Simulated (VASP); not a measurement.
Input:

```
CrO2
1.0
    4.42974     0.00000     0.00000
    0.00000     4.42974     0.00000
    0.00000     0.00000     2.91583
Cr O
2 4
Direct
  0.00000   0.00000   0.00000
  0.50000   0.50000   0.50000
  0.30329   0.30329   0.00000
  0.80329   0.19671   0.50000
  0.19671   0.80329   0.50000
  0.69671   0.69671   0.00000
```
Starting moments (μB, in the order of the record's atoms Cr Cr O O O O): 2.1 2.1 -0.1 -0.1 -0.1 -0.1.

Method: PBE GGA with D3 dispersion (zero damping), VASP's PBE PAW potentials (set 64) (plane waves; VASP 6.6.1). Run with 520 eV cut-off, 8×8×12 Γ-centred mesh, tetrahedra with Blöchl corrections, potentials Cr_pv O.

Question: Predict the cell moment, energy per atom (σ→0), band gap (on the k-mesh) with the smallest direct gap where there is one.

Answer: 
```
Quantity                                                    Result
------------------------  ----------------------------------------
band gap (on the k-mesh)  none (metal, semimetal or under 0.01 eV)
cell moment                                                4.00 μB
energy per atom (σ→0)                               -8.558 eV/atom
```

Question: Give the moment on each site (PAW-sphere projection).

Answer: 
| site | moment (μB) |
|---|---|
| Cr1 | 2.10 |
| Cr2 | 2.10 |
| O3 | -0.07 |
| O4 | -0.07 |
| O5 | -0.07 |
| O6 | -0.07 |

Total energies compare only between runs with the same potentials, cut-off and functional.

The compound is CrO2 in the rutile structure. It was relaxed first.
